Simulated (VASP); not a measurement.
**TiAs: phonons from a supercell**

Wanted: whether TiAs is dynamically stable, and its vibrational spectrum. The start is a cell from a database of measured crystal structures.

Main program and level: VASP 6.6.1; LDA; plane waves and PAW (As, Ti_sv).

This is a report of a sequence of runs, with most program output left out.

The database entry behind the starting cell differs from later determinations by our own check (an axis about 2.0 % long against later determinations), so it need not match the best structure at ambient conditions.

## Step 1: Starting point

The structure is hexagonal, space group P6_3/mmc (No. 194). The conventional cell has a = 3.650 Å, b = 3.650 Å, c = 12.300 Å, α = 90.00°, β = 90.00°, γ = 120.00°. Nearest to As lie 6 Ti at 2.61 Å. Nearest to Ti lie 6 As at 2.61 Å. Farther neighbours are not listed.

## Step 2: Relax the host

The later steps need the crystal at this functional's own lattice; a raised cutoff keeps the stress reliable while the cell changes.

Input file INCAR:

```
SYSTEM = TiAs
PREC = Accurate
ENCUT = 360
EDIFF = 1E-06
NELM = 120
ISMEAR = 0
SIGMA = 0.05
LREAL = .FALSE.
ALGO = Normal
GGA = CA
NBANDS = 42
LORBIT = 11
LWAVE = .FALSE.
LCHARG = .FALSE.
KPAR = 4
IBRION = 2
NSW = 40
ISIF = 3
EDIFFG = -0.02
POTIM = 0.4
```

Input file POSCAR:

```
TiAs
1.0
    3.6500000000      0.0000000000      0.0000000000
   -1.8250000000      3.1609927238      0.0000000000
    0.0000000000      0.0000000000     12.3000000000
As Ti
4 4
Direct
    0.6666666667      0.3333333333      0.2500000000
    0.3333333333      0.6666666667      0.7500000000
    0.0000000000      0.0000000000      0.5000000000
    0.0000000000      0.0000000000      0.0000000000
    0.6666666667      0.3333333333      0.8750000000
    0.3333333333      0.6666666667      0.3750000000
    0.6666666667      0.3333333333      0.6250000000
    0.3333333333      0.6666666667      0.1250000000
```

Input file KPOINTS:

```
Automatic mesh
0
Gamma
6 6 2
0 0 0
```

The projector-augmented-wave data sets are As and Ti_sv (LDA family, release 64).

Command:

```bash
mpirun -np 4 vasp_std
```

Elapsed: 2.5 min, on 4 MPI ranks of Intel Xeon Platinum 8488C (Sapphire Rapids), shared host; peak memory 0.78 GiB.

The k-mesh is coarse for a metal. The run keeps the 24 symmetry operations of its start, so it cannot find a distortion of lower symmetry.

The steps of the relaxation:

```tsv
step	energy less that of the first step (eV)	largest force (eV/Å)	pressure (GPa)	volume (Å³)
1	0.0000	0.8373	-8.99	141.91
2	-0.3567	1.0441	5.76	126.17
3	-0.4056	1.0230	1.34	129.92
4	-0.5334	0.4486	1.41	129.48
5	-0.5545	0.1050	1.60	129.27
6	-0.5552	0.0252	1.63	129.22
7	-0.5612	0.0089	-1.15	131.85
8	-0.5644	0.0148	-0.14	130.87
9	-0.5656	0.0105	-0.09	130.85
10	-0.5661	0.0066	-0.04	130.82
```

```tsv
conventional cell, symmetrised	before	after	change
a (Å)	3.650	3.567	-2.3 %
b (Å)	3.650	3.567	-2.3 %
c (Å)	12.300	11.872	-3.5 %
volume (Å³/atom)	17.74	16.35	-7.8 %
```

The atoms that moved most (Å, as changes of fractional coordinates times the final cell):

```tsv
atom	dx	dy	dz	length
Ti6	0.000	0.000	0.094	0.094
Ti7	0.000	0.000	-0.094	0.094
Ti5	0.000	0.000	0.094	0.094
Ti8	0.000	0.000	-0.094	0.094
```

Final coordinates:

```cif
data_structure
_symmetry_space_group_name_H-M 'P 1'
_symmetry_Int_Tables_number 1
_cell_length_a 3.5670
_cell_length_b 3.5670
_cell_length_c 11.8722
_cell_angle_alpha 90.000
_cell_angle_beta 90.000
_cell_angle_gamma 120.000
_cell_volume 130.82
loop_
_atom_site_label
_atom_site_type_symbol
_atom_site_fract_x
_atom_site_fract_y
_atom_site_fract_z
_atom_site_occupancy
As1 As 0.66667 0.33333 0.25000 1
As2 As 0.33333 0.66667 0.75000 1
As3 As 0.00000 0.00000 0.50000 1
As4 As 0.00000 0.00000 0.00000 1
Ti5 Ti 0.66667 0.33333 0.88288 1
Ti6 Ti 0.33333 0.66667 0.38288 1
Ti7 Ti 0.66667 0.33333 0.61712 1
Ti8 Ti 0.33333 0.66667 0.11712 1
```

Numbers from this step:

```yaml
electronic_cycles: 92
electrons: 68
free_energy_toten: -63.9791 eV
energy_at_zero_smearing: -63.9774 eV
fermi_energy: 8.429 eV
pressure: -0.03734 GPa
labelled_metallic_from_the_levels_on_this_mesh: yes
```

The run ended after 10 ionic steps, 0.566 eV below its first step, once forces and stress met EDIFFG = -0.02.

## Step 3: Relax the host again, on a new basis

The volume changed by more than 5 %, so the plane waves of the start no longer fit; a second relaxation removes that error.

INCAR: that of step 2 with these lines changed.

```diff
@@ -16,3 +16,3 @@
 IBRION = 2
-NSW = 40
+NSW = 30
 ISIF = 3
```

Input file POSCAR:

```
TiAs
1.0
    3.5670068903      0.0000000000      0.0000000000
   -1.7835034451      3.0891185824      0.0000000000
    0.0000000000      0.0000000000     11.8722104185
As Ti
4 4
Direct
    0.6666666667      0.3333333333      0.2500000000
    0.3333333333      0.6666666667      0.7500000000
    0.0000000000      0.0000000000      0.5000000000
    0.0000000000      0.0000000000      0.0000000000
    0.6666666667      0.3333333333      0.8828775279
    0.3333333333      0.6666666667      0.3828775279
    0.6666666667      0.3333333333      0.6171224721
    0.3333333333      0.6666666667      0.1171224721
```

KPOINTS is that of step 2.

Command:

```bash
mpirun -np 4 vasp_std
```

Elapsed: 23 s, on 4 MPI ranks; peak memory 0.71 GiB; 86 s of CPU time.

Little changed from the start: no atom moved by 0.005 Å and no cell edge by 0.1 %.

Numbers from this step:

```yaml
electronic_cycles: 13
free_energy_toten: -63.9500 eV
energy_at_zero_smearing: -63.9483 eV
fermi_energy: 8.430 eV
pressure: -0.03590 GPa
```

The start already met the threshold, so nothing moved.

## Step 4: Tight relaxation

Force constants are second derivatives, so residual forces and stress must first be far smaller than in an ordinary relaxation. Smearing, mesh and cutoff differ from the relaxation before, which can move the cell too.

Input file INCAR:

```
SYSTEM = TiAs
PREC = Accurate
ENCUT = 350
EDIFF = 1E-08
NELM = 120
ISMEAR = 1
SIGMA = 0.2
LREAL = .FALSE.
ALGO = Fast
GGA = CA
NBANDS = 42
LORBIT = 11
LWAVE = .FALSE.
LCHARG = .FALSE.
KPAR = 4
IBRION = 1
NSW = 30
ISIF = 3
EDIFFG = -0.002
POTIM = 0.4
```

POSCAR is that of step 3.

Input file KPOINTS:

```
Automatic mesh
0
Gamma
11 11 3
0 0 0
```

Command:

```bash
mpirun -np 4 vasp_std
```

It took 12 min on 4 MPI ranks; peak memory 0.89 GiB.

Little changed from the start: no atom moved by 0.005 Å and no cell edge by 0.1 %.

This step gave:

```
electronic cycles       : 254
free energy (TOTEN)     : -63.9509 eV
energy at zero smearing : -63.9547 eV
Fermi energy            : 8.447 eV
pressure                : -0.001711 GPa
```

The run ended after 5 ionic steps, 0.000 eV below its first step, once forces and stress met EDIFFG = -0.002.

## Step 5: Force constants in the supercell

System of this step: TiAs. The structure is hexagonal, space group P6_3/mmc (No. 194). Conventional cell: a = 3.567 Å, b = 3.567 Å, c = 11.868 Å, α = 90.00°, β = 90.00°, γ = 120.00°. Nearest to As lie 6 Ti at 2.59 Å. As has 6 Ti at 2.48 Å nearest. Nearest to Ti lie 6 As at 2.48 to 2.59 Å. Farther neighbours are not listed.

Each independent atom is moved by 0.015 Å both ways; the forces give the force constants out to half the supercell.

Input file INCAR:

```
SYSTEM = TiAs
PREC = Accurate
ENCUT = 350
EDIFF = 1E-07
NELM = 120
ISMEAR = 1
SIGMA = 0.2
LREAL = .FALSE.
ALGO = Fast
GGA = CA
LWAVE = .FALSE.
LCHARG = .FALSE.
KPAR = 4
IBRION = 6
NSW = 1
NFREE = 2
POTIM = 0.015
ISIF = 0
ADDGRID = .TRUE.
```

Input file POSCAR:

```
TiAs
1.0
    7.1346808402      0.0000000000      0.0000000000
   -3.5673404200      6.1788148554      0.0000000000
    0.0000000000      0.0000000000     11.8679711910
As Ti
16 16
Direct
    0.3333333333      0.1666666666      0.2500000000
    0.3333333333      0.6666666666      0.2500000000
    0.8333333333      0.1666666666      0.2500000000
    0.8333333333      0.6666666666      0.2500000000
    0.1666666666      0.3333333334      0.7500000000
    0.1666666666      0.8333333334      0.7500000000
    0.6666666666      0.3333333334      0.7500000000
    0.6666666666      0.8333333334      0.7500000000
    0.0000000000      0.0000000000      0.5000000000
    0.0000000000      0.5000000000      0.5000000000
    0.5000000000      0.0000000000      0.5000000000
    0.5000000000      0.5000000000      0.5000000000
    0.0000000000      0.0000000000      0.0000000000
    0.0000000000      0.5000000000      0.0000000000
    0.5000000000      0.0000000000      0.0000000000
    0.5000000000      0.5000000000      0.0000000000
    0.3333333333      0.1666666666      0.8829162807
    0.3333333333      0.6666666666      0.8829162807
    0.8333333333      0.1666666666      0.8829162807
    0.8333333333      0.6666666666      0.8829162807
    0.1666666666      0.3333333334      0.3829162807
    0.1666666666      0.8333333334      0.3829162807
    0.6666666666      0.3333333334      0.3829162807
    0.6666666666      0.8333333334      0.3829162807
    0.3333333333      0.1666666666      0.6170837193
    0.3333333333      0.6666666666      0.6170837193
    0.8333333333      0.1666666666      0.6170837193
    0.8333333333      0.6666666666      0.6170837193
    0.1666666666      0.3333333334      0.1170837193
    0.1666666666      0.8333333334      0.1170837193
    0.6666666666      0.3333333334      0.1170837193
    0.6666666666      0.8333333334      0.1170837193
```

Input file KPOINTS:

```
Automatic mesh
0
Gamma
5 5 3
0 0 0
```

Command:

```bash
mpirun -np 4 vasp_std
```

It took 3 h on 4 MPI ranks.

The run was stopped at its time limit, so it gives no result of its own.

## Step 6: Outcome

| Item | Value |
| --- | --- |
| result | none |

What this shows: The session ends without its result: «force constants in the supercell» met its time limit.

[Lines on the potential files, build, host, timing and source positions are cut from VASP's logs without a mark.]

[Logs are printed without paths, hosts, clocks, repeated set-up lines and the standing remarks that a program may print on its own settings, such as how far it seeks lower states.]

[Hosts, paths, dates, database ids (printed as entryN), source tags and the programs' standing remarks are cut or masked in the printed files.]

[Runs that stopped without an error message from VASP are left out.]
